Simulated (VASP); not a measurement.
A convergence study with VASP on ZnF₂ (rutile): one setting is varied, all else stays as given below, so the limit is that of these other settings.

```yaml
crystal:
  lattice:
    - [4.70000, 0.00000, 0.00000]
    - [0.00000, 4.70000, 0.00000]
    - [0.00000, 0.00000, 3.13000]
  atoms:
    - { symbol: Zn, position: [0.00000, 0.00000, 0.00000] }
    - { symbol: Zn, position: [0.50000, 0.50000, 0.50000] }
    - { symbol: F, position: [0.30300, 0.30300, 0.00000] }
    - { symbol: F, position: [0.80300, 0.19700, 0.50000] }
    - { symbol: F, position: [0.19700, 0.80300, 0.50000] }
    - { symbol: F, position: [0.69700, 0.69700, 0.00000] }
```

All values below come from PBE GGA, VASP's PBE PAW potentials (set 64) (plane waves; VASP 6.6.1). The tightest run used: 700 eV cut-off, 10×10×16 Γ-centred mesh, Gaussian smearing of 0.050 eV, potentials Zn F.

### Question
The settings run are 1×1×1 mesh; 1×1×2 mesh; 2×2×3 mesh; 2×2×4 mesh; 3×3×5 mesh; 4×4×7 mesh; 5×5×8 mesh; 6×6×9 mesh; 6×6×10 mesh; 7×7×11 mesh; 8×8×12 mesh; 8×8×13 mesh; 9×9×14 mesh; 9×9×15 mesh; 10×10×16 mesh. From which on does the stress (every component) stay within 0.5 GPa of the tightest run?

### Answer
From 2×2×3 mesh on: it is off by 0.13 there and by no more than 0.5 in any finer run, while 1×1×2 mesh is off by 0.81.
```tsv
setting	E (eV/atom)	pressure (GPa)	largest force (eV/Å)	irreducible k-points	difference judged (GPa)
1×1×1 mesh	-3.1137	16.42	0.282	1	13.44
1×1×2 mesh	-3.7886	6.80	0.099	2	0.81
2×2×3 mesh	-3.8578	6.87	0.026	6	0.13
2×2×4 mesh	-3.8598	6.89	0.021	9	0.05
3×3×5 mesh	-3.8609	6.86	0.028	9	0.00
4×4×7 mesh	-3.8610	6.85	0.028	24	0.00
5×5×8 mesh	-3.8610	6.85	0.028	30	0.01
6×6×9 mesh	-3.8610	6.86	0.028	50	0.00
6×6×10 mesh	-3.8610	6.84	0.028	60	0.01
7×7×11 mesh	-3.8610	6.86	0.028	60	0.00
8×8×12 mesh	-3.8610	6.84	0.028	105	0.01
8×8×13 mesh	-3.8610	6.85	0.028	105	0.01
9×9×14 mesh	-3.8610	6.85	0.028	120	0.01
9×9×15 mesh	-3.8610	6.84	0.028	120	0.01
10×10×16 mesh	-3.8610	6.86	0.028	189	0.00
```

Left out are rungs that failed or repeat a setting and relaxations that didn't move; long series are thinned to 24 rows.

The compound is ZnF2 in the rutile structure. The cell was not relaxed at this level, forces remain on its atoms.
